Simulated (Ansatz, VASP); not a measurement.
GaGe3: VASP beside Ansatz

```
Ge Ga
1.0
     0.00000    3.38717    3.38717
     3.38717    0.00000    3.38717
     3.38717    3.38717    0.00000
Ge Ga
3 1
Direct
  0.50000 0.50000 0.50000
  0.75000 0.75000 0.75000
  0.25000 0.25000 0.25000
  0.00000 0.00000 0.00000
```

Alike in both runs: functional LDA; k mesh 7 × 7 × 7; occupations fermi-dirac, width 0.05 eV; no spin polarisation.

|  | VASP | Ansatz |
| --- | --- | --- |
| version | VASP 6.6.1 | Ansatz 0.2.0 |
| potentials or method | VASP PAW LDA potentials, release 64 (Ge_d, Ga_d), cutoff 520 eV | all-electron LAPW, scalar-relativistic |
| task | single point | band structure |

|  | VASP | Ansatz | Ansatz less VASP |
| --- | --- | --- | --- |
| gap on the k mesh at the Fermi level (eV) | none | none | - |
| pressure (GPa) | -5.5 | -5.5 | +0.03 |

A gap of «none» marks a metal or a gap that the smearing closes. Ansatz ran all-electron here, so the differences hold the error of VASP's frozen core and of both bases.
